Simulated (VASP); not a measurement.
Energy against volume of BaTiO$_{3}$ (cubic perovskite). Method: PBEsol GGA, VASP's PBE PAW potentials (set 64) (plane waves; VASP). Settings: 520 eV cut-off, 6×6×6 Γ-centred mesh, Gaussian smearing of 0.050 eV, potentials Ba_sv Ti_sv O.

| V (Å³/atom) | E (eV/atom) |
|---|---|
| 12.266 | -8.38891 |
| 12.645 | -8.39623 |
| 13.024 | -8.39079 |
| 13.404 | -8.37454 |

Q: Fit these four points and predict the energy of the run at 11.886 Å³/atom.

A: A cubic in V^(−2/3), the third-order Birch-Murnaghan form, passes through the four points with V0 = 12.66 Å³/atom and B0 = 178 GPa, and gives -8.3664 eV/atom there. The run gave -8.3665 eV/atom, -0.2 meV/atom from the fit; all five points give B0 = 178 GPa.

The compound is BaTiO3 in the cubic perovskite structure, the ideal cubic form; the compound distorts at low or room temperature. It was relaxed first.
